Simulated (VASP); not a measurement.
Energy against volume of NaF (rock salt). Level of theory: optB86b-vdW, VASP's PBE PAW potentials (set 64) (plane waves; VASP 6.6.1). Settings: 520 eV cut-off, 10×10×10 Γ-centred mesh, Gaussian smearing of 0.050 eV, potentials Na_pv F.

```
V (Å³/atom)  E (eV/atom)
-----------  -----------
12.066          -2.30626
12.440          -2.30912
12.813          -2.30845
13.186          -2.30476
```

Fit these four points and predict the energy of the run at 11.693 Å³/atom.

A cubic in V^(−2/3), the third-order Birch-Murnaghan form, passes through the four points with V0 = 12.55 Å³/atom and B0 = 49 GPa, and gives -2.2993 eV/atom there. The run gave -2.2992 eV/atom, +0.1 meV/atom from the fit; all five points give B0 = 49 GPa.

The compound is NaF in the rock salt structure. It was relaxed first.
